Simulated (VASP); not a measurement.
Input:

```
BP
1.0
    0.00000     2.25018     2.25018
    2.25018     0.00000     2.25018
    2.25018     2.25018     0.00000
B P
1 1
Direct
  0.00000   0.00000   0.00000
  0.25000   0.25000   0.25000
```

Level of theory: PBE GGA, VASP's PBE PAW potentials (set 64) (plane waves; VASP). Numerical set-up: 520 eV cut-off, 10×10×10 Γ-centred mesh, Gaussian smearing of 0.050 eV, potentials B P.

Question: Predict the energy per atom (σ→0), pressure.

Answer: 
```json
{
 "energy per atom (σ→0)": "-6.460 eV/atom",
 "pressure": "5.23 GPa"
}
```

Total energies compare only between runs with the same potentials, cut-off and functional.

The compound is BP in the zinc blende structure. This cell is one point of a volume scan, at 0.97 of the reference volume.
